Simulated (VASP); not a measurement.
A run of VASP 6.6.1:

Contents of INCAR:

```
SYSTEM = Sn3P2
PREC = Accurate ; ENCUT = 520
EDIFF = 1E-6 ; ISMEAR = 0
SIGMA = 0.1 ; LREAL = .FALSE.
LASPH = .TRUE. ; NELM = 150
ALGO = Normal ; ISIF = 2
LWAVE = .FALSE. ; LCHARG = .FALSE.
METAGGA = R2SCAN ; LMIXTAU = .TRUE.
KPAR = 2
```

Contents of KPOINTS:

```
regular mesh
0
G
  8 8 4
  0 0 0
```

POSCAR

```
Sn3P2
1.0
    3.9871380000      0.0000000000      0.0000000000
   -1.9935690000      3.4529630000      0.0000000000
    0.0000000000      0.0000000000      9.0164700000
Sn P
3 2
Direct
    0.6666670000      0.3333330000      0.3541390000
    0.3333330000      0.6666670000      0.6458610000
    0.0000000000      0.0000000000      0.0000000000
    0.3333330000      0.6666670000      0.1924620000
    0.6666670000      0.3333330000      0.8075380000
```

Potentials or basis: VASP PAW PBE potentials, release 64 (Sn_d, P).

Launch:

```bash
$ cat potpaw_PBE.64/Sn_d/POTCAR potpaw_PBE.64/P/POTCAR > POTCAR
$ mpirun -np 2 vasp_std > vasp.out
```

Hardware: 2 MPI ranks on Intel(R) Xeon(R) Platinum 8375C CPU @ 2.90GHz (Ice Lake) (shared host).

Problem. How long does it take, and how much memory?

Solution. It took 4.2 min on 2 MPI ranks on Intel(R) Xeon(R) Platinum 8375C CPU @ 2.90GHz (Ice Lake) (shared host), peak memory 0.31 GiB a rank. Counts: scf iterations 21, k points 35.
